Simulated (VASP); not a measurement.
Computed with PBE GGA, VASP's PBE PAW potentials (set 64) (plane waves; VASP).

A VASP calculation is set up with these files.

File POSCAR:
```
Co
1
    1.2550000000    -2.1737240000     0.0000000000
    1.2550000000     2.1737240000     0.0000000000
    0.0000000000     0.0000000000     4.0700000000
Co
2
Direct
  0.3333330000   0.6666670000   0.2500000000
  0.6666670000   0.3333330000   0.7500000000
```

### INCAR
```
SYSTEM = Co
PREC = Accurate; ENCUT = 400; LREAL = .False.
LASPH = .True.
EDIFF = 1E-6; NELM = 100; ALGO = Normal
IMIX = 4; AMIX = 0.2; BMIX = 1.0
LMAXMIX = 4
ISMEAR = 1; SIGMA = 0.1
GGA = PE
ISPIN = 2; MAGMOM = 2*1.8
ISIF = 2
LWAVE = .False.; LCHARG = .False.; LORBIT = 10
```

KPOINTS:
```
Automatic mesh
0
Gamma
15 15 8
0 0 0
```

POTCAR, in this order: Co (PBE.64 set). Program: vasp_std.

The run wrote:

### OSZICAR
```
       N       E                     dE             d eps       ncg     rms          rms(c)
DAV:   1     0.704617009309E+02    0.70462E+02   -0.70312E+03  8228   0.130E+03
DAV:   2    -0.143512451823E+02   -0.84813E+02   -0.78472E+02  8114   0.237E+02
DAV:   3    -0.161493820203E+02   -0.17981E+01   -0.17511E+01  9738   0.483E+01
DAV:   4    -0.161780553721E+02   -0.28673E-01   -0.28668E-01 11716   0.462E+00
DAV:   5    -0.161782561161E+02   -0.20074E-03   -0.20074E-03  9921   0.369E-01    0.145E+01
DAV:   6    -0.142350113343E+02    0.19432E+01   -0.35582E+00  8849   0.376E+01    0.704E+00
DAV:   7    -0.141125932092E+02    0.12242E+00   -0.83237E-01 10627   0.155E+01    0.412E+00
DAV:   8    -0.140974193022E+02    0.15174E-01   -0.21358E-02  9422   0.195E+00    0.311E+00
DAV:   9    -0.140714514754E+02    0.25968E-01   -0.84075E-03 11637   0.121E+00    0.125E+00
DAV:  10    -0.140663806252E+02    0.50709E-02   -0.21478E-03  9878   0.777E-01    0.499E-01
DAV:  11    -0.140664610814E+02   -0.80456E-04   -0.24293E-03 11099   0.754E-01    0.322E-02
DAV:  12    -0.140664568663E+02    0.42151E-05   -0.48251E-05  9097   0.780E-02    0.357E-02
DAV:  13    -0.140664585676E+02   -0.17013E-05   -0.28885E-06  9103   0.231E-02    0.222E-02
DAV:  14    -0.140664600967E+02   -0.15291E-05   -0.26070E-06  8541   0.192E-02    0.771E-03
DAV:  15    -0.140664597353E+02    0.36135E-06   -0.19040E-07  4302   0.582E-03
   1 F= -.14066460E+02 E0= -.14066394E+02  d E =-.198295E-03  mag=     3.2818
```

File OUTCAR:
```
------------------------ aborting loop because EDIFF is reached ----------------------------------------
  FORCE on cell =-STRESS in cart. coord.  units (eV):
  Direction    XX          YY          ZZ          XY          YZ          ZX
  --------------------------------------------------------------------------------------
  Total       -0.7224141     -0.7224143     -0.8269250     -0.0000000      0.0000000      0.0000000
  in kB      -52.1223851    -52.1223964    -59.6628764     -0.0000000      0.0000000      0.0000000
  external PRESSURE =     -54.6358860 kB  Pullay stress =       0.0000000 kB
  volume of cell :       22.21
      direct lattice vectors                 reciprocal lattice vectors
     1.255000000 -2.173724000  0.000000000     0.398406375 -0.230020003  0.000000000
     1.255000000  2.173724000  0.000000000     0.398406375  0.230020003  0.000000000
     0.000000000  0.000000000  4.070000000     0.000000000  0.000000000  0.245700246
 POSITION                                       TOTAL-FORCE (eV/Angst)
 -----------------------------------------------------------------------------------
      1.25500      0.72458      1.01750         0.000000      0.000000      0.000000
      1.25500     -0.72458      3.05250         0.000000     -0.000000      0.000000
 -----------------------------------------------------------------------------------
    total drift:                               -0.000023      0.000003     -0.000028
  FREE ENERGIE OF THE ION-ELECTRON SYSTEM (eV)
  ---------------------------------------------------
  free  energy   TOTEN  =       -14.0664597353 eV

  energy  without entropy=      -14.0662614399  energy(sigma->0) =      -14.06639364

 total charge

# of ion       s       p       d       tot
------------------------------------------
    1        0.480   0.502   7.244   8.226
    2        0.480   0.502   7.244   8.226
--------------------------------------------------
tot          0.961   1.003  14.488  16.452

 magnetization (x)

# of ion       s       p       d       tot
------------------------------------------
    1       -0.014  -0.053   1.731   1.665
    2       -0.014  -0.053   1.731   1.665
--------------------------------------------------
tot         -0.028  -0.105   3.462   3.329
```
(Selected blocks of OUTCAR.)

The compound is Co in the hcp structure. The cell was not relaxed at this level. The run is one of a series of settings (AMIX = 0.2, BMIX = 1.0, IMIX = 4 against the base run), some of them coarse on purpose.
